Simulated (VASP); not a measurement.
Data:

```yaml
crystal:
  lattice:
    - [4.64719, 0.00000, 0.00000]
    - [-2.32359, 4.02458, 0.00000]
    - [0.00000, 0.00000, 7.24102]
  atoms:
    - { symbol: Sb, position: [0.33333, 0.66667, 0.24670] }
    - { symbol: Sb, position: [0.66667, 0.33333, 0.75330] }
    - { symbol: Se, position: [0.00000, 0.00000, 0.00000] }
    - { symbol: Se, position: [0.33333, 0.66667, 0.64700] }
    - { symbol: Se, position: [0.66667, 0.33333, 0.35300] }
```

Level of theory: PBE GGA, VASP's PBE PAW potentials (set 64) (plane waves; VASP 6.6.1). Settings: 300 eV cut-off, 4×4×2 Γ-centred mesh, Fermi-Dirac smearing of 0.10 eV, potentials Sb Se.

Task: Give the energies of bands 5 to 17 at the high-symmetry points, in eV from the Fermi level.

Result: 
| band | Γ | M | K | A | L | H |
|---|---|---|---|---|---|---|
| 5 | -6.83 | -9.35 | -9.73 | -7.39 | -9.05 | -9.84 |
| 6 | -4.17 | -5.36 | -5.40 | -4.28 | -4.89 | -5.90 |
| 7 | -4.15 | -5.17 | -4.83 | -4.08 | -4.37 | -3.91 |
| 8 | -4.15 | -3.55 | -4.72 | -4.08 | -4.19 | -3.42 |
| 9 | -2.82 | -3.21 | -4.72 | -2.94 | -3.96 | -3.42 |
| 10 | -2.82 | -3.09 | -1.25 | -2.94 | -3.42 | -3.04 |
| 11 | -2.04 | -2.70 | -1.25 | -1.94 | -1.67 | -3.04 |
| 12 | -2.04 | -1.64 | -0.70 | -1.94 | -1.22 | -1.50 |
| 13 | -1.85 | -0.76 | -0.63 | -1.37 | -1.01 | -0.59 |
| 14 | -0.80 | 0.00 | -0.63 | -0.56 | -0.62 | -0.59 |
| 15 | 0.96 | 1.33 | 1.46 | 0.02 | 0.20 | 1.53 |
| 16 | 0.96 | 2.33 | 1.46 | 0.02 | 2.62 | 1.53 |
| 17 | 1.28 | 2.67 | 2.81 | 0.05 | 2.71 | 3.01 |

It has no gap at this level: it comes out as a metal or semimetal.

The structure was generated: Sb2Se3 was put into an ordered model structure, which need not be its known phase. The cell was not relaxed at this level. The k-mesh is coarse (spacing up to 0.43 per Å, 2π included), so the numbers may not be converged in it.
